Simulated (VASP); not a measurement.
Given:

```
CsSnI3
1.0
    6.15700     0.00000     0.00000
    0.00000     6.15700     0.00000
    0.00000     0.00000     6.15700
Cs Sn I
1 1 3
Cartesian
  0.00000   0.00000   0.00000
  3.07850   3.07850   3.07850
  3.07850   0.00000   3.07850
  0.00000   3.07850   3.07850
  3.07850   3.07850   0.00000
```

All values below come from PBEsol GGA, VASP's PBE PAW potentials (set 64) (plane waves; VASP). Run with 500 eV cut-off, 4×4×4 Γ-centred mesh, Gaussian smearing of 0.050 eV, potentials Cs_sv Sn_d I.

Unless said otherwise, spin-orbit coupling is left out, though it shifts the bands of the heavy elements here.

**Question.** Predict the energy per atom (σ→0), band gap (on the k-mesh) with the smallest direct gap where there is one.

**Answer.** 
The band gap (on the k-mesh) comes out as 0.14 eV, the smallest direct gap (on the k-mesh) comes out as 0.14 eV and the energy per atom (σ→0) is -3001 meV/atom.

The compound is CsSnI3 in the cubic perovskite structure, the ideal cubic form; the compound distorts at low or room temperature. It was relaxed first.
